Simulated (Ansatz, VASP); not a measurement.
This is a calculation of Ni2SbTe for Ansatz 0.2.0.

File input.yaml:

```yaml
crystal:
  lattice:
    - [3.8846690912, 0.0, 0.0]
    - [-1.9423345456, 3.3642221183, 0.0]
    - [0.0, 0.0, 5.0972591152]
  atoms:
    - { symbol: Te, position: [0.3333333333, 0.6666666667, 0.0] }
    - { symbol: Sb, position: [0.6666666667, 0.3333333333, 0.5] }
    - { symbol: Ni, position: [0.0, 0.0, 0.2531824], spin: 1.0 }
    - { symbol: Ni, position: [0.0, 0.0, 0.7468176], spin: 1.0 }
hamiltonian:
  xc: pbe
  pseudopotentials: { kind: paw }
magnetization:
  spin_polarized: true
kpoints:
  mp_grid: { grid: [8, 8, 5] }
scf:
  occupations: { method: fermi_dirac, width: 0.05 }
output:
  forces: true
  stress: true
  eigenvalues: true
```

Potentials or basis: Ansatz PAW.

Launch:

```bash
$ ansatz run input.yaml --threads 2 --pin off --max-ram 5120MiB --backend cpu --events-out ev --progress --plain --runs-dir out
```

Question: Translate it to VASP 6.6.1. Potentials there: VASP PAW PBE potentials, release 64 (Te, Sb, Ni).

Answer: As run (the cutoff follows the program's own potentials):

INCAR

```
PREC = Accurate
ENCUT = 520
EDIFF = 1E-7
ISMEAR = -1
SIGMA = 0.05
LREAL = False
LASPH = True
NELM = 100
ALGO = Normal
ISIF = 2
LWAVE = False
LCHARG = False
ISPIN = 2
MAGMOM = 0 0 1 1
LORBIT = 11
LMAXMIX = 4
GGA = PE
NBANDS = 28
```

The input KPOINTS:

```
Automatic mesh
0
Gamma
  8 8 5
```

POSCAR

```
Ni2SbTe
1.0
    3.8846690912      0.0000000000      0.0000000000
   -1.9423345456      3.3642221183      0.0000000000
    0.0000000000      0.0000000000      5.0972591152
Te Sb Ni
1 1 2
Direct
    0.3333333333      0.6666666667      0.0000000000
    0.6666666667      0.3333333333      0.5000000000
    0.0000000000      0.0000000000      0.2531824000
    0.0000000000      0.0000000000      0.7468176000
```

Potentials or basis: VASP PAW PBE potentials, release 64 (Te, Sb, Ni).

Launch:

```sh
$ cat potpaw_PBE.64/Te/POTCAR potpaw_PBE.64/Sb/POTCAR potpaw_PBE.64/Ni/POTCAR > POTCAR
$ mpirun -np 1 vasp_std > vasp.out
```

Both were run:

|  | VASP | Ansatz | Ansatz less VASP |
| --- | --- | --- | --- |
| gap on the k mesh at the Fermi level (eV) | none | none | - |
| pressure (GPa) | 11.2 | 11.3 | +0.16 |
| largest component of the traceless stress (GPa) | 0.91 | 0.96 | +0.045 |
| rms of the force components (eV/Å) | 0.034 | 0.034 | +0.0007 |
| net moment per atom (μB) | 0.00 | 0.00 | 0.000 |

Atom by atom the forces differ by 0.001 eV/Å (rms over components). A gap of «none» marks a metal or a gap that the smearing closes. The two sets of potentials don't hold the same shells in valence.

Caveats: the starting moments weren't kept (Ansatz). Spin-orbit coupling is left out, which matters for the levels of Sb, Te.
